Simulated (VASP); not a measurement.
Method: PBE GGA, VASP's PBE PAW potentials (set 64) (plane waves; VASP).

Input for VASP

File KPOINTS:
```
Automatic mesh
0
Gamma
6 6 6
0 0 0
```

INCAR:
```
ISMEAR = 0   ! Gaussian
EDIFF = 1E-6
ENCUT = 350
LCHARG = .True.
SIGMA = 0.05   ! width (eV)
NELM = 100   ! most electronic steps
LREAL = .False.
LWAVE = .False.
ALGO = Normal   ! blocked Davidson
GGA = PE   ! PBE
PREC = Accurate
SYSTEM = HgTe
LMAXMIX = 6   ! l cut-off of mixed one-centre charges
LASPH = .True.   ! aspherical one-centre terms
```

File POSCAR:
```
HgTe
1.0
  0.0000000000   3.3203165953   3.3203165953
  3.3203165953   0.0000000000   3.3203165953
  3.3203165953   3.3203165953   0.0000000000
Hg Te
1 1
Cart
  0.0000000000   0.0000000000   0.0000000000
  1.6601582977   1.6601582977   1.6601582977
```

POTCAR, in this order: Hg Te (PBE.64 set). Program: vasp_std.

Output

File OSZICAR:
```
       N       E                     dE             d eps       ncg     rms          rms(c)
DAV:   1     0.844958081636E+02    0.84496E+02   -0.64152E+03   416   0.858E+02
DAV:   2    -0.614889398626E+00   -0.85111E+02   -0.81958E+02   481   0.232E+02
DAV:   3    -0.380767933424E+01   -0.31928E+01   -0.31854E+01   471   0.463E+01
DAV:   4    -0.384275420268E+01   -0.35075E-01   -0.35073E-01   601   0.433E+00
DAV:   5    -0.384284221685E+01   -0.88014E-04   -0.88014E-04   481   0.195E-01    0.668E+00
DAV:   6    -0.364551466330E+01    0.19733E+00   -0.48289E-01   471   0.970E+00    0.540E+00
DAV:   7    -0.363949517267E+01    0.60195E-02   -0.99637E-02   466   0.240E+00    0.210E+00
DAV:   8    -0.363894878446E+01    0.54639E-03   -0.96574E-03   446   0.129E+00    0.537E-01
DAV:   9    -0.363898772688E+01   -0.38942E-04   -0.82163E-04   471   0.345E-01    0.114E-01
DAV:  10    -0.363902002370E+01   -0.32297E-04   -0.95288E-05   472   0.957E-02    0.504E-02
DAV:  11    -0.363903530499E+01   -0.15281E-04   -0.33566E-05   436   0.469E-02    0.266E-02
DAV:  12    -0.363903415005E+01    0.11549E-05   -0.41613E-06   511   0.166E-02    0.157E-02
DAV:  13    -0.363903411261E+01    0.37438E-07   -0.31580E-07   248   0.400E-03
   1 F= -.36390341E+01 E0= -.36388556E+01  d E =-.357089E-03
```

### OUTCAR
```
------------------------ aborting loop because EDIFF is reached ----------------------------------------
  FORCE on cell =-STRESS in cart. coord.  units (eV):
  Direction    XX          YY          ZZ          XY          YZ          ZX
  --------------------------------------------------------------------------------------
  Total        0.0205142      0.0205142      0.0205142     -0.0000000     -0.0000000      0.0000000
  in kB        0.4489492      0.4489492      0.4489492     -0.0000000     -0.0000000      0.0000000
  external PRESSURE =       0.4489492 kB  Pullay stress =       0.0000000 kB
  volume of cell :       73.21
      direct lattice vectors                 reciprocal lattice vectors
     0.000000000  3.320316595  3.320316595    -0.150588050  0.150588050  0.150588050
     3.320316595  0.000000000  3.320316595     0.150588050 -0.150588050  0.150588050
     3.320316595  3.320316595  0.000000000     0.150588050  0.150588050 -0.150588050
 POSITION                                       TOTAL-FORCE (eV/Angst)
 -----------------------------------------------------------------------------------
      0.00000      0.00000      0.00000         0.000000     -0.000000     -0.000000
      1.66016      1.66016      1.66016        -0.000000      0.000000      0.000000
 -----------------------------------------------------------------------------------
    total drift:                                0.000000      0.000000      0.000000
  FREE ENERGIE OF THE ION-ELECTRON SYSTEM (eV)
  ---------------------------------------------------
  free  energy   TOTEN  =        -3.6390341126 eV

  energy  without entropy=       -3.6386770239  energy(sigma->0) =       -3.63885557
```
(Selected blocks of OUTCAR.)

The compound is HgTe in the zinc blende structure. It was relaxed first, which changed the volume by +9 %.
